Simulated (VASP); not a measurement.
Crystal: Rh.

```
CELL_PARAMETERS angstrom
0.00000 1.90299 1.90299
1.90299 0.00000 1.90299
1.90299 1.90299 0.00000
ATOMIC_POSITIONS crystal
Rh 0.00000 0.00000 0.00000
```

```yaml
Program: VASP 6.6.1
Task: relaxation of cell and atoms
Functional: PBE
Potentials_or_basis: VASP PAW PBE potentials, release 64 (Rh_pv)
Cutoff: 600 eV
k_mesh: 18 × 18 × 18
Occupations: gaussian, width 0.1 eV
Spin: no spin polarisation
```

At the start: pressure 5.0 GPa; volume 13.78 Å³/atom.

Question: How do energy, volume and symmetry change on relaxing?

Answer: Over 4 steps the energy falls by 3.9 meV/atom and the volume is 14.04 Å³/atom (+1.9 %); space group Fm-3m (No. 225, to 0.05 Å).

The path:
```tsv
step	energy change (eV)	largest force (eV/Å)	pressure (GPa)	volume (Å³)
1	0.0000	0.0000	5.01	13.78
2	0.0163	0.0000	-10.01	14.66
3	-0.0039	0.0000	-0.07	14.04
4	-0.0039	0.0000	0.01	14.04
```

Final structure:
```
CELL_PARAMETERS angstrom
0.00000 1.91468 1.91468
1.91468 0.00000 1.91468
1.91468 1.91468 0.00000
ATOMIC_POSITIONS crystal
Rh 0.00000 0.00000 0.00000
```
